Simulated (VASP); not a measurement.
Mo (bcc) is relaxed at rising pressure, each step from the one before. Symmetry mostly holds the structure type, and other phases were not tried. The mesh follows the cell, and a change of mesh leaves a small step in the series.

Consider the following.

Mo has the cubic space group Im-3m (No. 229), the bcc (W type) structure, Pearson symbol cI2. Cell: a = 3.1621 Å, b = 3.1621 Å, c = 3.1621 Å, α = 90.00°, β = 90.00°, γ = 90.00°. Mo on 2a sees 8 Mo at 2.738 Å and 6 Mo at 3.162 Å. (Neighbours: up to the widest gap in distance over summed covalent radii, below 1.35, at either atom.)
(The calculation used a cell of 1 atom; values per cell refer to that cell.)

All values below come from PBE GGA, VASP's PBE PAW potentials (set 64) (plane waves; VASP). Settings: 500 eV cut-off, 16×16×16 Γ-centred mesh, first-order Methfessel-Paxton smearing of 0.10 eV, potentials Mo_sv.

```
P (GPa)  V (Å³/atom)  H − H(0) (eV/atom)  space group  gap on the mesh (eV)    k-mesh
-------  -----------  ------------------  -----------  --------------------  --------
0              15.81               0.000        Im-3m                  0.00  16×16×16
5              15.53               0.489        Im-3m                  0.00  16×16×16
10             15.26               0.969        Im-3m                  0.00  16×16×16
20             14.79               1.907        Im-3m                  0.00  16×16×16
30             14.40               2.822        Im-3m                  0.00  17×17×17
45             13.89               4.146        Im-3m                  0.00  17×17×17
```

Pressures at which the relaxation failed are left out.

The compound is Mo in the bcc structure.
